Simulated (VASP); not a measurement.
# Ga2SnO (P4/nmm) in VASP: density of states with PBE

Aim: the density of states of Ga2SnO with PBE.

All numbers are computed with VASP 6.6.1; they aren't measurements. Logs are shortened: lines on timing, memory, paths and dates and some standing lists are left out, and cuts for length are marked.

## Step 1: The crystal as given

The structure is tetragonal, space group P4/nmm (No. 129). The conventional cell has a = 3.876 Å, b = 3.876 Å, c = 10.384 Å, α = 90.00°, β = 90.00°, γ = 90.00°. Around Ga (site symmetry 4mm) lie 4 O at 2.09 Å. Around Ga (site symmetry 4mm) lie 5 Sn at 2.80 to 2.85 Å. Around Sn (site symmetry 4mm) lie 6 Ga at 2.68 to 2.85 Å. Around O (site symmetry -4m2) lie 4 Ga at 2.09 Å.

The cell was built by a generator and needn't be a form met in nature.

## Step 2: Density of states, PBE

Input file POSCAR:

```
Ga2SnO
1.0
    3.8764600000      0.0000000000      0.0000000000
    0.0000000000      3.8764600000      0.0000000000
    0.0000000000      0.0000000000     10.3842800000
Ga Sn O
4 2 2
Direct
    0.0000000000      0.5000000000      0.5765200000
    0.5000000000      0.0000000000      0.4234800000
    0.5000000000      0.0000000000      0.8903250000
    0.0000000000      0.5000000000      0.1096750000
    0.0000000000      0.5000000000      0.8348240000
    0.5000000000      0.0000000000      0.1651760000
    0.0000000000      0.0000000000      0.5000000000
    0.5000000000      0.5000000000      0.5000000000
```

Input file INCAR.step1:

```
ALGO     = Fast           # electronic algorithm
EDIFF    = 1E-7           # SCF threshold, eV
ENCUT    = 520            # plane-wave cutoff, eV
GGA      = PE             # functional
ISIF     = 2              # what is computed and relaxed
ISMEAR   = 0              # smearing method
KPAR     = 4            
LASPH    = T              # aspherical terms in the spheres
LCHARG   = T              # write CHGCAR
LREAL    = F              # projectors in reciprocal space
LWAVE    = F              # write WAVECAR
NBANDS   = 56             # bands
NELM     = 60             # most SCF steps
PREC     = Accurate       # precision mode
SIGMA    = 0.1            # smearing width, eV
```

Input file KPOINTS.step1:

```
k-points
0
Gamma
  8 8 4
```

Input file INCAR.step2:

```
ALGO     = Fast           # electronic algorithm
EDIFF    = 1E-7           # SCF threshold, eV
ENCUT    = 520            # plane-wave cutoff, eV
GGA      = PE             # functional
ICHARG   = 11             # starting density
ISIF     = 2              # what is computed and relaxed
ISMEAR   = -5             # smearing method
KPAR     = 4            
LASPH    = T              # aspherical terms in the spheres
LCHARG   = F              # write CHGCAR
LORBIT   = 11             # projections on sites
LREAL    = F              # projectors in reciprocal space
LWAVE    = F              # write WAVECAR
NBANDS   = 56             # bands
NEDOS    = 2001           # points of the DOS
NELM     = 60             # most SCF steps
PREC     = Accurate       # precision mode
SIGMA    = 0.1            # smearing width, eV
```

Input file KPOINTS.step2:

```
k-points
0
Gamma
  12 12 6
```

Potentials or basis: VASP PAW PBE potentials, release 64 (Ga_d, Sn_d, O).

On the command line:

```console
cat potpaw_PBE.64/Ga_d/POTCAR potpaw_PBE.64/Sn_d/POTCAR potpaw_PBE.64/O/POTCAR > POTCAR
cp INCAR.step1 INCAR
cp KPOINTS.step1 KPOINTS
mpirun -np 4 vasp_std > vasp.out
cp INCAR.step2 INCAR
cp KPOINTS.step2 KPOINTS
mpirun -np 4 vasp_std > vasp.out
```

OUTCAR:

```text
EDIFF = 1E-7
   ENCUT = 520
   GGA = PE
   ICHARG = 11
   ISIF = 2
   ISMEAR = -5
   LASPH = T
   LORBIT = 11
   LREAL = F
   NELM = 60
   PREC = Accurate

 ion  position               nearest neighbor table
   1  0.000  0.500  0.577-   7 2.09   8 2.09   7 2.09   8 2.09   5 2.68
   2  0.500  0.000  0.423-   7 2.09   8 2.09   8 2.09   7 2.09   6 2.68
   3  0.500  0.000  0.890-   5 2.80   5 2.80   5 2.80   5 2.80   6 2.85
   4  0.000  0.500  0.110-   6 2.80   6 2.80   6 2.80   6 2.80   5 2.85
   5  0.000  0.500  0.835-   1 2.68   3 2.80   3 2.80   3 2.80   3 2.80   4 2.85
   6  0.500  0.000  0.165-   2 2.68   4 2.80   4 2.80   4 2.80   4 2.80   3 2.85
   7  0.000  0.000  0.500-   1 2.09   2 2.09   1 2.09   2 2.09
   8  0.500  0.500  0.500-   1 2.09   2 2.09   2 2.09   1 2.09

  LATTYP: Found a simple tetragonal cell.
 ALAT       =     3.8764600000
 C/A-ratio  =     2.6788048890

  Lattice vectors:

 A1 = (   3.8764600000,   0.0000000000,   0.0000000000)
 A2 = (   0.0000000000,   3.8764600000,   0.0000000000)
 A3 = (   0.0000000000,   0.0000000000,  10.3842800000)

Analysis of symmetry for initial positions (statically):
=====================================================================
 Subroutine PRICEL returns:
 Original cell was already a primitive cell.

 Routine SETGRP: Setting up the symmetry group for a
 simple tetragonal supercell.

 Subroutine GETGRP returns: Found 16 space group operations
 (whereof  8 operations were pure point group operations)
 out of a pool of 16 trial point group operations.

The static configuration has the point symmetry D_2d.
 The point group associated with its full space group is D_4h.

Analysis of symmetry for dynamics (positions and initial velocities):
=====================================================================
 Subroutine PRICEL returns:
 Original cell was already a primitive cell.

 Routine SETGRP: Setting up the symmetry group for a
 simple tetragonal supercell.

 Subroutine GETGRP returns: Found 16 space group operations
 (whereof  8 operations were pure point group operations)
 out of a pool of 16 trial point group operations.

The dynamic configuration has the point symmetry D_2d.
 The point group associated with its full space group is D_4h.

 Subroutine INISYM returns: Found 16 space group operations
 (whereof  8 operations are pure point group operations),
 and found     1 'primitive' translations

----------------------------------------------------------------------------------------

                                     Primitive cell

  volume of cell :     156.0440

  direct lattice vectors                    reciprocal lattice vectors
     3.876460000  0.000000000  0.000000000     0.257967321  0.000000000  0.000000000
     0.000000000  3.876460000  0.000000000     0.000000000  0.257967321  0.000000000
     0.000000000  0.000000000 10.384280000     0.000000000  0.000000000  0.096299406

  length of vectors
     3.876460000  3.876460000 10.384280000     0.257967321  0.257967321  0.096299406

  position of ions in fractional coordinates (direct lattice)
     0.000000000  0.500000000  0.576520000
     0.500000000  0.000000000  0.423480000
     0.500000000  0.000000000  0.890325000
     0.000000000  0.500000000  0.109675000
     0.000000000  0.500000000  0.834824000
     0.500000000  0.000000000  0.165176000
     0.000000000  0.000000000  0.500000000
     0.500000000  0.500000000  0.500000000

  ion indices of the primitive-cell ions
   primitive index   ion index
                 1           1
                 2           2
                 3           3
                 4           4
                 5           5
                 6           6
                 7           7
                 8           8

----------------------------------------------------------------------------------------

 KPOINTS: k-points

Automatic generation of k-mesh.
 Grid dimensions read from file:
 generate k-points for:   12   12    6

 Generating k-lattice:

  Cartesian coordinates                     Fractional coordinates (reciprocal lattice)
     0.021497277  0.000000000  0.000000000     0.083333333  0.000000000  0.000000000
     0.000000000  0.021497277  0.000000000     0.000000000  0.083333333  0.000000000
     0.000000000  0.000000000  0.016049901     0.000000000  0.000000000  0.166666667

  Length of vectors
     0.021497277  0.021497277  0.016049901

  Shift w.r.t. Gamma in fractional coordinates (k-lattice)
     0.000000000  0.000000000  0.000000000

 TETIRR: Found   1296 inequivalent tetrahedra from     5184

 Subroutine IBZKPT returns following result:
 ===========================================

 Found    112 irreducible k-points:

 Following reciprocal coordinates:
            Coordinates               Weight
  0.000000  0.000000  0.000000      1.000000
  0.083333  0.000000  0.000000      4.000000
  0.166667  0.000000  0.000000      4.000000
  0.250000  0.000000  0.000000      4.000000
  0.333333  0.000000  0.000000      4.000000
  0.416667  0.000000  0.000000      4.000000
[... 16 lines left out ...]
  0.333333  0.333333  0.000000      4.000000
  0.416667  0.333333  0.000000      8.000000
 [... further k-points ...]
   k-points           NKPTS =    112   k-points in BZ     NKDIM =    112   number of bands    NBANDS=     56
   number of dos      NEDOS =   2001   number of ions     NIONS =      8
   total plane-waves  NPLWV =  72000
   dimension x,y,z NGX =    30 NGY =   30 NGZ =   80
   dimension x,y,z NGXF=    60 NGYF=   60 NGZF=  160
   ions per type =               4   2   2
   NGX,Y,Z   is equivalent  to a cutoff of  12.87, 12.87, 12.81 a.u.
   NGXF,Y,Z  is equivalent  to a cutoff of  25.73, 25.73, 25.62 a.u.
 SYSTEM =  unknown system
   PREC   = accura    normal or accurate (medium, high low for compatibility)
   ISTART =      0    job   : 0-new  1-cont  2-samecut
   ICHARG =     11    charge: 1-file 2-atom 10-const
   ISPIN  =      1    spin polarized calculation?
   LNONCOLLINEAR =      F non collinear calculations
   LSORBIT =      F    spin-orbit coupling
   LASPH  =      T    aspherical Exc in radial PAW
   ENCUT  =  520.0 eV  38.22 Ry    6.18 a.u.   7.21  7.21 19.31*2*pi/ulx,y,z
   NELM   =     60;   NELMIN=  2; NELMDL=  0     # of ELM steps
   EDIFF  = 0.1E-06   stopping-criterion for ELM
   LREAL  =      F    real-space projection
   EDIFFG = 0.1E-05   stopping-criterion for IOM
   NSW    =      0    number of steps for IOM
   IBRION =     -1    ionic relax: 0-MD 1-quasi-New 2-CG
   NFREE  =      0    steps in history (QN), initial steepest desc. (CG)
   ISIF   =      2    stress and relaxation
   ISYM   =      2    0-nonsym 1-usesym 2-fastsym
   POTIM  = 0.5000    time-step for ionic-motion
   TEBEG  =    0.0;   TEEND  =   0.0 temperature during run
   PSTRESS=    0.0 pullay stress
   NELECT =      92.0000    total number of electrons
   NUPDOWN=      -1.0000    fix difference up-down
   EMIN   =  10.00;   EMAX   =-10.00  energy-range for DOS
   EFERMI =   0.00;   METHOD = LEGACY
   ISMEAR =    -5;   SIGMA  =   0.10  broadening in eV -4-tet -1-fermi 0-gaus
   EFERMI_NEDOS =   21; number of points for ismear=-14 and -15
   IALGO  =     68    algorithm
   IMIX   =      4    mixing-type and parameters
     AMIX     =   0.40;   BMIX     =  1.00
     AMIX_MAG =   1.60;   BMIX_MAG =  1.00
  volume/ion in A,a.u.               =      19.51       131.63
  Fermi-wavevector in a.u.,A,eV,Ry     =   1.372740  2.594103 25.639042  1.884416
  Thomas-Fermi vector in A             =   2.498320
   LORBIT       =     11    0 simple, 1 ext, 2 COOP (PROOUT), +10 PAW based schemes
   GGA     = PE    functional components
   LHFCALC =     F    Hartree Fock is set to
   AEXX    =    0.0000 exact exchange contribution
   IVDW    =     0    specifies the selected vdW correction
   LEPSILON=     F    determine dielectric tensor
   LRPA    =     F    only Hartree local field effects (RPA)
 non-spin polarized calculation
 RMM-DIIS sequential band-by-band and
 Fermi weights with tetrahedron method with Bloechl corrections
  energy-cutoff  :      520.00
  volume of cell :      156.04
 maximum number of plane-waves:      4238
 NGX is ok and might be reduce to    30

 number of electron      91.9999999 magnetization

 Free energy of the ion-electron system (eV)
  ---------------------------------------------------
  ext. energy  EPLUGINS =         0.00000000
  ---------------------------------------------------
  free energy    TOTEN  =       -34.21935427 eV

  energy without entropy =      -34.21935427  energy(sigma->0) =      -34.21935427

 E-fermi :   5.8215     XC(G=0): -10.1432

 val. band max:        5.8775091695   @ k =   0.0833   0.0833   0.3333
 cond. band min:       5.7136140680   @ k =   0.5000   0.2500   0.5000
 fundamental gap:     -0.1638951015
 Fermi energy:         5.8215197401

 k-point     1 :       0.0000    0.0000    0.0000
  band No.  band energies     occupation
      1     -15.7009      2.00000
      2     -15.7001      2.00000
      3     -15.6951      2.00000
      4     -15.6932      2.00000
      5     -15.6928      2.00000
      6     -15.6906      2.00000
[... 48 lines left out ...]
     55      11.5348      0.00000
     56      11.5806      0.00000

 k-point     2 :       0.0833    0.0000    0.0000
  band No.  band energies     occupation
      1     -15.7001      2.00000
      2     -15.6992      2.00000
      3     -15.6956      2.00000
      4     -15.6933      2.00000
      5     -15.6908      2.00000
      6     -15.6883      2.00000
[... 48 lines left out ...]
     55      11.5912      0.00000
     56      11.7554      0.00000

 k-point     3 :       0.1667    0.0000    0.0000
  band No.  band energies     occupation
      1     -15.6988      2.00000
      2     -15.6978      2.00000
      3     -15.6968      2.00000
      4     -15.6947      2.00000
      5     -15.6834      2.00000
      6     -15.6811      2.00000
[... 1172 lines left out ...]
 k-point    23 :       0.3333    0.3333    0.0000
  band No.  band energies     occupation
      1     -15.7148      2.00000
      2     -15.7148      2.00000
      3     -15.6804      2.00000
      4     -15.6800      2.00000
      5     -15.6531      2.00000
      6     -15.6515      2.00000
[... 48 lines left out ...]
     55      11.3671      0.00000
     56      11.9422      0.00000

 k-point    24 :       0.4167    0.3333    0.0000
  band No.  band energies     occupation
      1     -15.7184      2.00000
      2     -15.7184      2.00000
      3     -15.6784      2.00000
      4     -15.6782      2.00000
      5     -15.6541      2.00000
      6     -15.6534      2.00000
[... 48 lines left out ...]
     55      11.2585      0.00000
     56      11.7652      0.00000

 [... further k-points ...]

------------------------ aborting loop because EDIFF is reached ----------------------------------------

  FORCE on cell =-STRESS in cart. coord.  units (eV):
  Direction    XX          YY          ZZ          XY          YZ          ZX
  --------------------------------------------------------------------------------------
  -------------------------------------------------------------------------------------
  Total        0.6049982      0.6049982     -0.5136120      0.0000000      0.0000000     -0.0000000
  in kB        6.2118024      6.2118024     -5.2734979      0.0000000      0.0000000     -0.0000000
  external PRESSURE =       2.3833690 kB  Pullay stress =       0.0000000 kB

 VOLUME and BASIS-vectors are now :
 -----------------------------------------------------------------------------
  energy-cutoff  :      520.00
  volume of cell :      156.04
      direct lattice vectors                 reciprocal lattice vectors
     3.876460000  0.000000000  0.000000000     0.257967321  0.000000000  0.000000000
     0.000000000  3.876460000  0.000000000     0.000000000  0.257967321  0.000000000
     0.000000000  0.000000000 10.384280000     0.000000000  0.000000000  0.096299406

 POSITION                                       TOTAL-FORCE (eV/Angst)
 -----------------------------------------------------------------------------------
      0.00000      1.93823      5.98675         0.000000     -0.000000     -0.012261
      1.93823      0.00000      4.39753        -0.000000      0.000000      0.012261
      1.93823      0.00000      9.24538         0.000000     -0.000000      0.104987
      0.00000      1.93823      1.13890         0.000000     -0.000000     -0.104987
      0.00000      1.93823      8.66905         0.000000     -0.000000      0.066249
      1.93823      0.00000      1.71523         0.000000      0.000000     -0.066249
      0.00000      0.00000      5.19214         0.000000      0.000000      0.000000
      1.93823      1.93823      5.19214         0.000000     -0.000000      0.000000
 -----------------------------------------------------------------------------------
    total drift:                               -0.000000      0.000000      0.000000

  FREE ENERGIE OF THE ION-ELECTRON SYSTEM (eV)
  ---------------------------------------------------
  free  energy   TOTEN  =       -34.2193542683 eV

  energy  without entropy=      -34.2193542683  energy(sigma->0) =      -34.21935427

 total charge

# of ion       s       p       d       tot
------------------------------------------
    1        0.811   0.582  10.071  11.464
    2        0.811   0.582  10.071  11.464
    3        1.016   0.620   9.950  11.585
    4        1.016   0.620   9.950  11.585
    5        1.178   1.183   9.982  12.343
    6        1.178   1.183   9.982  12.343
    7        1.574   3.405   0.000   4.979
    8        1.574   3.405   0.000   4.979
--------------------------------------------------
tot          9.157  11.579  60.006  80.741
```

Wall time 4.6 min (4 MPI ranks of Intel Xeon 6975P-C (Granite Rapids), shared host); peak memory 0.78 GiB.

What came out:

- Valence electrons inside the program's atomic spheres: Ga 11.46, 11.59; Sn 12.34; O 4.98

States per cell in windows of 1 eV (zero at the Fermi level; states under -8 eV left out):
```
from (eV)  total  O7_p  O8_p  Sn5_p  Sn6_p  Ga3_p  Ga4_p
     -8.0   2.60  0.29  0.29   0.03   0.03   0.02   0.02
     -7.0   2.84  0.39  0.39   0.06   0.06   0.01   0.01
     -6.0   3.55  0.53  0.53   0.08   0.08   0.02   0.02
     -5.0   4.39  0.94  0.94   0.08   0.08   0.03   0.03
     -4.0   2.98  0.71  0.71   0.09   0.09   0.06   0.06
     -3.0   3.61  0.20  0.20   0.38   0.38   0.18   0.18
     -2.0   2.11  0.08  0.08   0.23   0.23   0.13   0.13
     -1.0   1.61  0.03  0.03   0.17   0.17   0.13   0.13
      0.0   2.70  0.10  0.10   0.20   0.20   0.18   0.18
      1.0   3.28  0.09  0.09   0.20   0.20   0.23   0.23
      2.0   2.16  0.06  0.06   0.11   0.11   0.13   0.13
      3.0   4.07  0.14  0.14   0.20   0.20   0.17   0.17
      4.0   3.66  0.12  0.12   0.13   0.13   0.23   0.23
      5.0   4.14  0.14  0.14   0.13   0.13   0.25   0.25
      6.0   0.05  0.00  0.00   0.00   0.00   0.00   0.00
```

Caveat: tetrahedron occupations give inexact forces and stress in metals.
